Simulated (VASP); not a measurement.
The system is NaLaMnMoO6.

```xyz
10
Lattice="4.9778 -2.8815 0.0205 4.9778 2.8815 0.0205 -3.0609 0.0000 4.5979" Properties=species:S:1:pos:R:3 pbc="T T T"
Na    8.3737    0.0000    2.3395
La    5.0845    0.0000    3.6552
Mn    1.8841    0.0000    0.9212
Mo    1.9122    0.0000    4.6056
O     1.1411    0.0000    2.8354
O     3.0790    1.4392    4.0538
O     3.6709    1.2699    0.7230
O     3.6709   -1.2699    0.7230
O     3.0790   -1.4392    4.0538
O     6.0252    0.0000    1.6038
```

The cell was built by a generator and needn't be a form met in nature.

| Quantity | Value |
| --- | --- |
| Program | VASP 6.6.1 |
| Task | relaxation of cell and atoms |
| Functional | PBEsol |
| Potentials or basis | VASP PAW PBE potentials, release 64 (Na_pv, La, Mn_pv, Mo_sv, O) |
| Cutoff | 600 eV |
| k mesh | 6 × 6 × 6 |
| Occupations | fermi-dirac, width 0.05 eV |
| Spin | collinear spin, ferromagnetic start |
| Starting moments | [0.0, 0.0, 4.0, 1.0, 0.0, 0.0, 0.0, 0.0, 0.0, 0.0] μB |

At the start: pressure -5.0 GPa; volume 13.23 Å³/atom.

**Question.** Where does the relaxation end?

**Answer.** Over 32 steps the energy falls by 9.4 meV/atom and the volume is 12.50 Å³/atom (-5.5 %); space group Cm (No. 8, to 0.05 Å); moment 5.00 μB per cell.

Step by step:
```csv
step,energy change (eV),largest force (eV/Å),pressure (GPa),volume (Å³)
1,0.0000,0.1972,-5.02,132.26
2,0.0265,0.9594,6.06,124.49
3,-0.0613,0.3138,-0.34,128.63
4,-0.0759,0.1434,-0.08,127.50
5,-0.0762,0.1661,-0.05,127.31
6,-0.0791,0.1235,-0.04,127.08
7,-0.0798,0.2097,-0.02,126.84
8,-0.0817,0.1108,-0.03,126.67
9,-0.0830,0.0961,-0.08,126.37
10,-0.0848,0.0898,0.04,126.17
11,-0.0859,0.1403,0.21,125.85
12,-0.0873,0.0687,-0.17,125.93
13,-0.0875,0.0844,-0.33,125.97
14,-0.0887,0.0759,-0.16,125.80
15,-0.0897,0.1289,0.15,125.44
16,-0.0909,0.0716,0.01,125.36
17,-0.0912,0.0644,-0.10,125.29
18,-0.0918,0.0578,-0.02,125.17
19,-0.0925,0.0454,0.22,124.82
20,-0.0930,0.0357,0.03,124.89
21,-0.0930,0.0535,-0.06,124.93
22,-0.0933,0.0277,0.07,124.90
23,-0.0933,0.0377,0.11,124.88
24,-0.0936,0.0176,-0.02,124.97
25,-0.0936,0.0191,-0.09,125.03
26,-0.0937,0.0153,0.00,124.96
27,-0.0937,0.0172,0.06,124.92
28,-0.0937,0.0239,-0.01,124.95
29,-0.0937,0.0256,-0.01,124.95
30,-0.0938,0.0112,0.00,124.95
31,-0.0938,0.0119,0.02,124.96
32,-0.0938,0.0059,-0.02,124.99
```

Final structure:
```xyz
10
Lattice="4.8311 -2.8489 -0.0247 4.8311 2.8489 -0.0247 -3.0123 0.0000 4.5561" Properties=species:S:1:pos:R:3 pbc="T T T"
Na   -1.4657    0.0000    2.2850
La    4.9491    0.0000    3.5405
Mn    1.7979    0.0000    0.9048
Mo    1.8149    0.0000    4.5197
O     0.9943    0.0000    2.7663
O     2.9184    1.4460    3.9482
O     3.5380    1.2509    0.7040
O     3.5380   -1.2509    0.7040
O     2.9184   -1.4460    3.9482
O     5.9089    0.0000    1.5156
```

Caveat: the PAW data sets were made with another functional, which shifts forces and pressure a little; a cell with one magnetic atom can't hold antiferromagnetic order, which such compounds often take.
